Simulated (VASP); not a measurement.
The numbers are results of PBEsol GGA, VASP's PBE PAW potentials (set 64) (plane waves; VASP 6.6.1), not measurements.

VASP ran on this input.

**POSCAR**
```
MnF2
1.0
  4.9406716092   0.0000000000   0.0000000000
  0.0000000000   4.9406716092   0.0000000000
  0.0000000000   0.0000000000   3.3448416012
Mn F
2 4
Direct
  0.0000000000   0.0000000000   0.0000000000
  0.5000000000   0.5000000000   0.5000000000
  0.3035984941   0.3035984941   0.0000000000
  0.8035984941   0.1964015059   0.5000000000
  0.1964015059   0.8035984941   0.5000000000
  0.6964015059   0.6964015059   0.0000000000
```

### INCAR
```
ALGO = Normal
EDIFF = 1E-7
EDIFFG = -0.01
ENCUT = 520
GGA = PS
IBRION = 2
ISIF = 4
ISMEAR = 0
ISPIN = 2
LASPH = .True.
LCHARG = .False.
LMAXMIX = 4
LORBIT = 10
LREAL = .False.
LWAVE = .False.
MAGMOM = 4.5 -4.5 -0.0 2*0.0 -0.0
NELM = 100
NSW = 30
PREC = Accurate
SIGMA = 0.05
SYSTEM = MnF2
```

**KPOINTS**
```
K-points
0
Gamma
5 5 7
0 0 0
```

POTCAR, in this order: Mn_pv F (PBE.64 set). Program: vasp_std.

The run wrote:

OUTCAR:
```
 ion  position               nearest neighbor table
   1  0.000  0.000  0.000-   3 2.12   6 2.12   5 2.16   4 2.16   4 2.16   5 2.16
   2  0.500  0.500  0.500-   4 2.12   5 2.12   3 2.16   6 2.16   3 2.16   6 2.16
   3  0.304  0.304  0.000-   1 2.12   2 2.16   2 2.16
   4  0.804  0.196  0.500-   2 2.12   1 2.16   1 2.16
   5  0.196  0.804  0.500-   2 2.12   1 2.16   1 2.16
   6  0.696  0.696  0.000-   1 2.12   2 2.16   2 2.16
  LATTYP: Found a simple tetragonal cell.
 ALAT       =     4.9406716092
 C/A-ratio  =     0.6770014010
 Subroutine PRICEL returns:
 Original cell was already a primitive cell.
 Subroutine GETGRP returns: Found 16 space group operations
The static configuration has the point symmetry D_2h.
 The point group associated with its full space group is D_4h.
The dynamic configuration has the point symmetry D_2h.
The overall configuration has the point symmetry D_2h.
 Subroutine INISYM returns: Found 16 space group operations
 Subroutine IBZKPT returns following result:
 Found     24 irreducible k-points:

 Following reciprocal coordinates:
            Coordinates               Weight
  0.000000  0.000000  0.000000      1.000000
  0.200000  0.000000  0.000000      4.000000
...
```

### OSZICAR
```
       N       E                     dE             d eps       ncg     rms          rms(c)
DAV:   1     0.700409759243E+03    0.70041E+03   -0.31481E+04  3104   0.189E+03
DAV:   2     0.301694037696E+02   -0.67024E+03   -0.64805E+03  3400   0.541E+02
DAV:   3    -0.420908151334E+02   -0.72260E+02   -0.71737E+02  3536   0.185E+02
DAV:   4    -0.440704909728E+02   -0.19797E+01   -0.19452E+01  3632   0.305E+01
DAV:   5    -0.441048283510E+02   -0.34337E-01   -0.34333E-01  3320   0.459E+00    0.187E+01
DAV:   6    -0.405924457661E+02    0.35124E+01   -0.25020E+01  3704   0.370E+01    0.145E+01
DAV:   7    -0.407004667303E+02   -0.10802E+00   -0.17841E+00  3272   0.100E+01    0.987E+00
DAV:   8    -0.405730587078E+02    0.12741E+00   -0.44854E-01  3176   0.591E+00    0.344E+00
DAV:   9    -0.406910382946E+02   -0.11798E+00   -0.10052E-01  3864   0.348E+00    0.829E-01
DAV:  10    -0.406976683353E+02   -0.66300E-02   -0.20941E-02  3176   0.946E-01    0.162E-01
DAV:  11    -0.406979589975E+02   -0.29066E-03   -0.91149E-04  3576   0.269E-01    0.689E-02
DAV:  12    -0.406981097754E+02   -0.15078E-03   -0.77322E-05  3344   0.685E-02    0.392E-02
DAV:  13    -0.406981688204E+02   -0.59045E-04   -0.56543E-05  3496   0.486E-02    0.220E-02
DAV:  14    -0.406981764479E+02   -0.76275E-05   -0.15663E-05  3576   0.290E-02    0.543E-03
DAV:  15    -0.406981766237E+02   -0.17575E-06   -0.84300E-07  3144   0.701E-03    0.199E-03
DAV:  16    -0.406981768768E+02   -0.25313E-06   -0.19594E-07  2464   0.290E-03    0.845E-04
DAV:  17    -0.406981768553E+02    0.21486E-07   -0.17100E-08  1784   0.110E-03
   1 F= -.40698177E+02 E0= -.40698177E+02  d E =-.406982E+02  mag=     0.0000
       N       E                     dE             d eps       ncg     rms          rms(c)
DAV:   1    -0.407047425787E+02   -0.65657E-02   -0.50745E-01  3072   0.551E+00    0.585E-01
DAV:   2    -0.407018086883E+02    0.29339E-02   -0.12113E-02  3504   0.893E-01    0.350E-01
DAV:   3    -0.407003779152E+02    0.14308E-02   -0.15110E-03  4032   0.322E-01    0.191E-01
DAV:   4    -0.407002052115E+02    0.17270E-03   -0.45726E-04  3608   0.152E-01    0.553E-02
DAV:   5    -0.407002089702E+02   -0.37587E-05   -0.30605E-05  3208   0.381E-02    0.338E-02
DAV:   6    -0.407002099268E+02   -0.95658E-06   -0.34918E-06  3888   0.143E-02    0.138E-02
DAV:   7    -0.407002104140E+02   -0.48722E-06   -0.70472E-07  3640   0.614E-03    0.235E-03
DAV:   8    -0.407002104750E+02   -0.61039E-07   -0.57616E-08  1984   0.195E-03
   2 F= -.40700210E+02 E0= -.40700210E+02  d E =-.203362E-02  mag=     0.0000
       N       E                     dE             d eps       ncg     rms          rms(c)
DAV:   1    -0.407430821236E+02   -0.42872E-01   -0.45870E+00  3072   0.166E+01    0.176E+00
DAV:   2    -0.407165896799E+02    0.26492E-01   -0.10934E-01  3496   0.269E+00    0.106E+00
DAV:   3    -0.407037996134E+02    0.12790E-01   -0.13428E-02  3992   0.950E-01    0.582E-01
DAV:   4    -0.407021173968E+02    0.16822E-02   -0.41383E-03  3640   0.459E-01    0.166E-01
DAV:   5    -0.407021513812E+02   -0.33984E-04   -0.29358E-04  3184   0.118E-01    0.101E-01
DAV:   6    -0.407021602801E+02   -0.88989E-05   -0.32264E-05  3928   0.426E-02    0.416E-02
DAV:   7    -0.407021644379E+02   -0.41578E-05   -0.63790E-06  3592   0.187E-02    0.718E-03
DAV:   8    -0.407021650268E+02   -0.58896E-06   -0.54335E-07  2952   0.524E-03    0.280E-03
DAV:   9    -0.407021651740E+02   -0.14715E-06   -0.11809E-07  2128   0.316E-03    0.147E-03
DAV:  10    -0.407021652470E+02   -0.73047E-07   -0.10442E-07  1808   0.237E-03
   3 F= -.40702165E+02 E0= -.40702165E+02  d E =-.398839E-02  mag=     0.0000
       N       E                     dE             d eps       ncg     rms          rms(c)
DAV:   1    -0.407038910561E+02   -0.17259E-02   -0.17798E-01  3072   0.326E+00    0.347E-01
DAV:   2    -0.407028506617E+02    0.10404E-02   -0.42419E-03  3520   0.527E-01    0.208E-01
DAV:   3    -0.407023434391E+02    0.50722E-03   -0.54008E-04  3992   0.190E-01    0.113E-01
DAV:   4    -0.407022834997E+02    0.59939E-04   -0.16101E-04  3624   0.902E-02    0.328E-02
DAV:   5    -0.407022848037E+02   -0.13040E-05   -0.10943E-05  3208   0.232E-02    0.201E-02
DAV:   6    -0.407022850399E+02   -0.23626E-06   -0.12191E-06  3848   0.876E-03    0.838E-03
DAV:   7    -0.407022851878E+02   -0.14788E-06   -0.25542E-07  3104   0.371E-03    0.151E-03
DAV:   8    -0.407022852039E+02   -0.16145E-07   -0.27891E-08  1648   0.159E-03
   4 F= -.40702285E+02 E0= -.40702285E+02  d E =-.410835E-02  mag=     0.0000
```

OUTCAR:
```
------------------------ aborting loop because EDIFF is reached ----------------------------------------
  FORCE on cell =-STRESS in cart. coord.  units (eV):
  Direction    XX          YY          ZZ          XY          YZ          ZX
  --------------------------------------------------------------------------------------
  Total       -2.3737552     -2.3737552     -2.3751242     -0.0000000      0.0000000      0.0000000
  in kB      -46.5799455    -46.5799455    -46.6068101     -0.0000000      0.0000000      0.0000000
  external PRESSURE =     -46.5889003 kB  Pullay stress =       0.0000000 kB
  volume of cell :       81.65
      direct lattice vectors                 reciprocal lattice vectors
     4.967921171 -0.000000000  0.000000000     0.201291439  0.000000000  0.000000000
    -0.000000000  4.967921171  0.000000000     0.000000000  0.201291439  0.000000000
     0.000000000  0.000000000  3.308248630     0.000000000  0.000000000  0.302274742
 POSITION                                       TOTAL-FORCE (eV/Angst)
 -----------------------------------------------------------------------------------
      0.00000     -0.00000      0.00000        -0.000000      0.000000     -0.000000
      2.48396      2.48396      1.65412        -0.000000      0.000000     -0.000000
      1.51391      1.51391      0.00000         0.000260      0.000260      0.000000
      3.99787      0.97005      1.65412         0.000260     -0.000260     -0.000000
      0.97005      3.99787      1.65412        -0.000260      0.000260     -0.000000
      3.45401      3.45401      0.00000        -0.000260     -0.000260     -0.000000
 -----------------------------------------------------------------------------------
    total drift:                                0.000000      0.000000      0.000000
  FREE ENERGIE OF THE ION-ELECTRON SYSTEM (eV)
  ---------------------------------------------------
  free  energy   TOTEN  =       -40.7022852039 eV

  energy  without entropy=      -40.7022852039  energy(sigma->0) =      -40.70228520

 total charge

# of ion       s       p       d       tot
------------------------------------------
    1        0.159   6.137   4.942  11.238
    2        0.159   6.137   4.942  11.238
    3        1.732   4.340   0.000   6.072
    4        1.732   4.340   0.000   6.072
    5        1.732   4.340   0.000   6.072
    6        1.732   4.340   0.000   6.072
--------------------------------------------------
tot          7.245  29.636   9.884  46.765

 magnetization (x)

# of ion       s       p       d       tot
------------------------------------------
    1        0.017   0.016   4.505   4.538
    2       -0.017  -0.016  -4.505  -4.538
    3       -0.002  -0.025   0.000  -0.027
    4        0.002   0.025   0.000   0.027
    5        0.002   0.025   0.000   0.027
    6       -0.002  -0.025   0.000  -0.027
--------------------------------------------------
tot          0.000   0.000   0.000   0.000

 reached required accuracy - stopping structural energy minimisation
```
(Selected blocks of OUTCAR.)

### CONTCAR
```
MnF2
   1.00000000000000
     4.9679211710995403   -0.0000000000000000    0.0000000000000000
    -0.0000000000000000    4.9679211710995403    0.0000000000000000
     0.0000000000000000    0.0000000000000000    3.3082486304336847
  Mn              F
     2     4
Direct
     0.0000000000000000    0.0000000000000000    0.0000000000000000
     0.5000000000000000    0.5000000000000000    0.5000000000000000
     0.3047368457188532    0.3047368457188532    0.0000000000000000
     0.8047368457188532    0.1952631542811468    0.5000000000000000
     0.1952631542811468    0.8047368457188532    0.5000000000000000
     0.6952631542811468    0.6952631542811468    0.0000000000000000
```

**OUTCAR**
```
 val. band max:        2.2057382000   @ k =   0.4000   0.0000   0.0000

 cond. band min:       4.2788572564   @ k =   0.0000   0.0000   0.0000


 Fermi energy:         2.4643230787

 spin component 1

 k-point     1 :       0.0000    0.0000    0.0000
  band No.  band energies     occupation
      1     -47.1033      1.00000
      2     -47.0559      1.00000
      3     -47.0393      1.00000
      4     -42.2271      1.00000
      5     -42.1864      1.00000
      6     -42.1703      1.00000
      7     -21.3794      1.00000
      8     -20.8989      1.00000
      9     -20.8908      1.00000
     10     -20.8297      1.00000
     11      -4.9780      1.00000
     12      -3.9974      1.00000
     13      -3.4962      1.00000
     14      -3.4654      1.00000
     15      -3.0499      1.00000
     16      -2.9924      1.00000
     17      -2.9582      1.00000
     18      -2.9316      1.00000
     19      -2.1093      1.00000
     20      -1.7358      1.00000
     21      -1.7151      1.00000
     22      -1.4186      1.00000
     23       0.5507      1.00000
     24       0.7675      1.00000
     25       0.9454      1.00000
     26       1.7531      1.00000
     27       2.1572      1.00000
     28       4.2789      0.00000
     29       4.7509      0.00000
     30       5.2384      0.00000
     31       5.2513      0.00000
     32       6.1150      0.00000

 k-point     2 :       0.2000    0.0000    0.0000
  band No.  band energies     occupation
      1     -47.1033      1.00000
      2     -47.0559      1.00000
      3     -47.0393      1.00000
      4     -42.2271      1.00000
      5     -42.1864      1.00000
      6     -42.1703      1.00000
      7     -21.3386      1.00000
      8     -20.9637      1.00000
      9     -20.8722      1.00000
     10     -20.8279      1.00000
     11      -4.8428      1.00000
     12      -4.0105      1.00000
     13      -3.4734      1.00000
     14      -3.4245      1.00000
...
```

The compound is MnF2 in the rutile structure. This cell is one point of a volume scan, at 1.06 of the reference volume. Symmetry was kept, so distortions that lower it aren't found.
